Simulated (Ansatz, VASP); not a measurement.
**Cross-check of Mg2Ir between VASP and Ansatz**

Aim: how closely do two programs agree when they are given the same cell, functional and k mesh? The cell is generated by rule, not measured, and may not be a known phase. The cell is taken from a series of runs on this material, whose earlier steps may have relaxed, scaled, displaced or heated it; both programs get it as it stands.

Main program and level: Ansatz 0.2.0; plane waves, with VASP 6.6.1 beside it; zone-centre phonons at PBE.

The structure was built from a prototype and need not be the compound's stable phase.

### 1. Set-up

It takes space group Fm-3m (No. 225, cubic). The conventional cell has a = 6.154 Å, b = 6.154 Å, c = 6.154 Å, α = 90.00°, β = 90.00°, γ = 90.00°. Nearest to Mg lie 4 Ir at 2.66 Å. Ir has 8 Mg at 2.66 Å nearest. Farther neighbours are not listed.

### 2. Ansatz: zone-centre phonons, PBE

Ansatz runs on its default PAW (the set named soft_2) files.

Second derivatives magnify differences that forces hide, and they need a tight electronic threshold.

input.yaml

```yaml
crystal:
  lattice:
    - [0.0, 3.0768199389, 3.0768199389]
    - [3.0768199389, 0.0, 3.0768199389]
    - [3.0768199389, 3.0768199389, 0.0]
  atoms:
    - { symbol: Mg, position: [0.75, 0.75, 0.75] }
    - { symbol: Mg, position: [0.25, 0.25, 0.25] }
    - { symbol: Ir, position: [0.0, 0.0, 0.0] }
kpoints:
  mp_grid: { grid: [12, 12, 12] }
hamiltonian:
  xc: pbe
scf:
  occupations: { method: methfessel_paxton, width: 0.15 }
output:
  eigenvalues: true
phonons:
  method: dfpt
  qmesh: [4, 4, 4]
  temperatures: { t_max: 1000, t_step: 50 }
  qpath:
    path:
      - [[0.0, 0.0, 0.0], [0.5, 0.0, 0.5], [0.625, 0.25, 0.625]]
      - [[0.375, 0.375, 0.75], [0.0, 0.0, 0.0], [0.5, 0.5, 0.5], [0.5, 0.25, 0.75], [0.5, 0.0, 0.5]]
    npoints: 10
```

On the command line:

```console
$ ansatz run input.yaml --threads 4 --pin off --max-ram 8192MiB --backend cpu --events-out ev --progress --plain --runs-dir out
```

Numbers of over 12 decimals in the logs are rounded to 6 here.

Log:

```text
Engine: ansatz 0.2.0, aarch64-unknown-linux-gnu
Pseudopotentials: kind: paw
Pseudopotential: Mg, paw, valence charge 10, recommended cutoff 420 eV (normal), Mg.paw.azcp
Pseudopotential: Ir, paw, valence charge 17, recommended cutoff 420 eV (normal), Ir.paw.azcp
Functional definition: PBE
  parameter kappa = 0.804
  parameter beta = 0.066725
  exchange = pbe_x(kappa = kappa, mu = beta*pi^2/3)
  correlation = pbe_c(beta = beta)
Crystal: 3 atoms, lattice volume = 58.255 Å³
Basis set: ecut = 420 eV, 1139 PW (Γ), exchange–correlation on 60×60×60 points (8 copies of the dense FFT grid, shifted against one another)
Bands: 23, of which v1, the nominal top of the filled ones, is band 19 counted from 1 (18 counted from 0)
Symmetry: 48 space group operations
k-points: 72 of 1728
Non-local potential: Mg, projectors of the file, l = 0: 3, l = 1: 2, l = 2: 1
Non-local potential: Ir, projectors of the file, l = 0: 3, l = 1: 2, l = 2: 2, l = 3: 1
PAW form: soft (Blöchl's): semilocal exchange-correlation on the pseudo side does not see the compensation charge
PAW one-centre angular grid: Mg, 110 points (default); XC on 64 Gauss nodes
PAW one-centre angular grid: Ir, 590 points (default); XC on 64 Gauss nodes
Initial density: superposition of atomic densities (neutral atoms: chi_scale 0, normalization atom), corrected by the library's trained network
Initial wavefunctions: pseudopotential atomic-orbital guess
Functional: x = pbe(κ = 0.804, μ = 0.219515), c = pbe(β = 0.066725)
SCF iter   1: F=—  HF=-15783.143084 eV  |F-HF|=—  |Δ(HF+E_count)|=         —  Δρ=2.78e-3  dr2=1.83e-3  ethr=1.77e-3  ⟨swp⟩=5.0  Hψ=6505  notcnv=0
preconditioner: auto → LDOS  [metal: Δε(μ)=0.073 eV  Ē_g=6.479 eV  σ=0.150 eV  W_gap=0.37  n_scr=14 (ndim 8)  ℏωp=17.5 eV  f_vac=0.014  D(μ)=1.42/eV (n_scr^D=14)  β→1.0]
SCF iter   2: F=—  HF=-15783.144873 eV  |F-HF|=—  |Δ(HF+E_count)|=   1.79e-3  S|Δr|=    0.00e0  Δρ=3.98e-4  dr2=4.39e-5  ethr=4.95e-6  ⟨swp⟩=3.7  Hψ=3992  notcnv=0
SCF iter   3: F=—  HF=-15783.144866 eV  |F-HF|=—  |Δ(HF+E_count)|=   7.71e-6  S|Δr|=    0.00e0  Δρ=1.46e-4  dr2=6.81e-6  ethr=1.19e-7  ⟨swp⟩=2.0  Hψ=2889  notcnv=0
SCF iter   4: F=—  HF=-15783.144862 eV  |F-HF|=—  |Δ(HF+E_count)|=   3.26e-6  S|Δr|=    0.00e0  Δρ=3.12e-5  dr2=4.05e-7  ethr=1.84e-8  ⟨swp⟩=2.0  Hψ=2692  notcnv=0
SCF iter   5: F=—  HF=-15783.144861 eV  |F-HF|=—  |Δ(HF+E_count)|=   1.74e-6  S|Δr|=    0.00e0  Δρ=7.28e-6  dr2=2.46e-8  ethr=1.10e-9  ⟨swp⟩=2.0  Hψ=2268  notcnv=0
SCF iter   6: F=—  HF=-15783.144861 eV  |F-HF|=—  |Δ(HF+E_count)|=   4.51e-9  S|Δr|=    0.00e0  Δρ=1.04e-6  dr2=6.48e-10  ethr=6.66e-11  ⟨swp⟩=2.0  Hψ=2893  notcnv=0
SCF iter   7: F=-15783.144861 eV  HF=-15783.144861 eV  |F-HF|=0.00e0  |Δ(HF+E_count)|=  1.64e-10  S|Δr|=    0.00e0  Δρ=1.57e-7  dr2=7.62e-12  ethr=1.00e-12  ⟨swp⟩=5.2  Hψ=8682  notcnv=0
SCF 1 converged in 7 iterations: F = -15783.144861 eV  dr2 = 7.62e-12
  greatest PAW one-centre occupation: 1.000 electrons in one spin orbital (limit 2), on the Mg atom at site 1 (counted from 0), in its partial waves of l = 0
phonons: the bands overlap, so this run is a metal and interpolates without the dipole-dipole term. If the crystal is really an insulator or semiconductor, its LO-TO splitting is missing
NSCF: frozen V_eff on 72 k-points
NSCF: frozen V_eff on 163 k-points
DFPT response loops at q = (0, 0, 0) (fractional): preconditioner auto → Kerker (q_TF=auto, 2.530 Å⁻¹) (partly filled bands, converged f_vac=0.016); β = 1.00, the filter's whole step (`scf.mixing.beta` (0.50) is not read by the response loops under this deck's `scf.mixing.preconditioner`; to damp them name `kerker` or `kerker_dos`, under which they read `scf.mixing.beta`, and type it under 1.00, their step now; both keys bind the ground state too); Broyden in place of MSR1
NSCF: frozen V_eff on 1872 k-points
DFPT response loops at q = (0, 0, 0.25) (fractional): mixed as the last ones told, above
NSCF: frozen V_eff on 952 k-points
DFPT response loops at q = (0, 0, -0.5) (fractional): mixed as the last ones told, above
NSCF: frozen V_eff on 1020 k-points
DFPT response loops at q = (0, 0.25, 0.25) (fractional): mixed as the last ones told, above
NSCF: frozen V_eff on 3456 k-points
DFPT response loops at q = (0, 0.25, -0.5) (fractional): mixed as the last ones told, above
NSCF: frozen V_eff on 1872 k-points
DFPT response loops at q = (0, 0.25, -0.25) (fractional): mixed as the last ones told, above
NSCF: frozen V_eff on 560 k-points
DFPT response loops at q = (0, -0.5, -0.5) (fractional): mixed as the last ones told, above
NSCF: frozen V_eff on 1020 k-points
DFPT response loops at q = (0.25, -0.5, -0.25) (fractional): mixed as the last ones told, above
SCF converged after 7 iterations
Stability not checked: this state was not tested for a lower state beside it, because cold or Methfessel-Paxton smearing, or corrected tetrahedra, fill the levels in a way that the test cannot read (fill_not_monotonic; see scf.lower_state_search)
Free energy (F): -15783.144861 eV
Harris-Foulkes:  -15783.144861 eV  (|F-HF|=0.00e0)
Internal energy: -15783.144266 eV  (E = F + TS)
E sigma→0 (E₀):  -15783.144712 eV
Entropy (-TS):   -0.000595 eV (-0.198 meV/atom)
Fermi energy:    9.274913 eV
--- Per-component energies (eV) ---
  E_band       = -938.901109
  E_kinetic    = 778.431875
  E_local      = -5034.234292  (includes V_loc(G=0)·N_el)
  E_nonlocal   = 266.959219
  E_hartree    = 1856.471042
  E_xc         = -326.072239
  E_vxc        = -374.962397  (∫ρ·V_xc dr)
  E_paw        = -9808.513746  (= ΣΔE_a)
  E_vpaw       = -288.037552  (= ΣTr[D̂ρ^β])
  E_aug_tail   = 0.000063  (compensation charges beyond the density's cutoff)
  E_ewald      = -3516.186187
  E_smearing   = -0.000595  (= −TS)
  E_closure    = 0.000000  (closes the sum)
  Σ components = -15783.144861   (vs F -15783.144861, Δ=0.00e0)
--- Band table (eV; the first three rows and the last of 72) ---
  k-point 0: bands = [... 15 lower, 7.3176, 8.2122, 8.2122, 14.7447, 14.7447, 14.7447, 17.4199, 17.7405]
  k-point 1: bands = [... 15 lower, 7.3440, 8.2024, 8.2024, 13.8917, 14.6544, 14.6544, 17.1410, 17.8579]
  k-point 2: bands = [... 15 lower, 7.4090, 8.1895, 8.1895, 12.3946, 14.3866, 14.3866, 16.8434, 17.7272]
  k-point 71: bands = [... 15 lower, 6.9499, 8.3436, 8.5676, 9.5329, 9.5329, 11.0508, 16.9673, 17.5405]
--- Phonons (Γ-DFPT): 2 representative perturbations + reference (Σ response iterations 6) ---
  ASR residual: 2.118e-4 → 0.000e0 eV/Å²; symmetrization residual: 5.045e-6 eV/Å²
  ASR residual per site (eV/Å²): 2.86e-5 2.86e-5 2.12e-4
  Γ frequencies (cm⁻¹): 0.00 0.00 0.00 224.61 224.61 224.61 297.00 297.00 297.00
--- Phonons (arbitrary-q DFPT): 8 irreducible q on the 4×4×4 mesh ---
  q = [0.0000, 0.0000, 0.0000] (star 1, of the zone-centre solve; hermiticity 1.40e-6, symmetrization 6.08e-13): -0.00 -0.00 0.00 224.61 224.61 224.61 297.00 297.00 297.00
  q = [0.0000, 0.0000, 0.2500] (star 8, 2 solved perturbations on 936 of 1728 k-point pairs; hermiticity 6.04e-7, symmetrization 5.51e-13): 40.98 40.98 82.04 231.80 232.37 232.37 270.97 280.70 280.70
  q = [0.0000, 0.0000, -0.5000] (star 4, 2 solved perturbations on 476 of 1728 k-point pairs; hermiticity 4.36e-7, symmetrization 1.14e-12): 53.96 53.96 97.74 241.64 246.43 246.43 254.20 257.89 257.89
  q = [0.0000, 0.2500, 0.2500] (star 6, 4 solved perturbations in 1608 linear systems a pass and spin channel, the states on 510 of 1728 k-point pairs; hermiticity 1.07e-6, symmetrization 2.96e-13): 47.66 47.66 91.19 214.15 214.15 248.82 272.20 281.90 281.90
  q = [0.0000, 0.2500, -0.5000] (star 24, 4 solved perturbations in 5328 linear systems a pass and spin channel, the states on 1728 of 1728 k-point pairs; hermiticity 8.10e-7, symmetrization 3.26e-13): 62.45 71.01 96.27 209.63 215.85 216.49 270.68 272.37 295.70
  q = [0.0000, 0.2500, -0.2500] (star 12, 4 solved perturbations in 2892 linear systems a pass and spin channel, the states on 936 of 1728 k-point pairs; hermiticity 6.82e-7, symmetrization 1.58e-13): 61.12 61.86 96.31 206.44 240.29 246.64 254.53 256.12 294.49
  q = [0.0000, -0.5000, -0.5000] (star 3, 4 solved perturbations in 886 linear systems a pass and spin channel, the states on 280 of 1728 k-point pairs; hermiticity 4.73e-7, symmetrization 3.63e-13): 69.12 69.12 113.19 188.66 197.54 197.54 275.85 275.85 317.72
  q = [0.2500, -0.5000, -0.2500] (star 6, 4 solved perturbations in 1544 linear systems a pass and spin channel, the states on 510 of 1728 k-point pairs; hermiticity 9.71e-7, symmetrization 3.70e-13): 76.66 84.87 84.87 186.94 197.91 244.58 244.58 285.86 304.48
  sum rule: each row above includes the acoustic sum rule's correction from the zone centre's row sums; it moved no ω² by more than (0.57 cm⁻¹)²
  mesh force constants: q→R imaginary residual 3.85e-18; ASR residual 2.118e-4 → 0.000e0 eV/Å²; symmetrization residual 7.105e-15 eV/Å²
  interpolated dispersion: 62 rows × 9 modes
  density of states and harmonic sums: on the 20×20×20 q-mesh, interpolated from the force constants of a 4×4×4 supercell (no non-analytic term)
  largest difference from the sums on the solved wave vectors: F 1.44e-2 eV, S 1.84e-5 and C_V 4.01e-6 eV/K
  zero-point energy: 0.105814 eV/cell   skipped modes (ω ≤ 0): 3   left out of the sums: 4.17e-5 of the cell's modes: C_V's classical limit lies that fraction below 3 k_B per atom; for a crystal, a wire or a layer, F and S can be off by more, and a phonons.interpolated_qmesh denser along its periods is the remedy for the sampling
```

Reading the cycles: dr2 is the Hartree energy of the density residual (eV), the measure of convergence; HF is the Harris–Foulkes estimate of the energy, which meets the free energy F at convergence.

(Continued in part 2 of 2.)

[Lines on the potential files, build, host, timing and source positions are cut from VASP's logs without a mark.]

[Logs are printed without paths, hosts, clocks, repeated set-up lines and the standing remarks that a program may print on its own settings, such as how far it seeks lower states.]

[Hosts, paths, dates, database ids (printed as entryN), source tags and the programs' standing remarks are cut or masked in the printed files.]
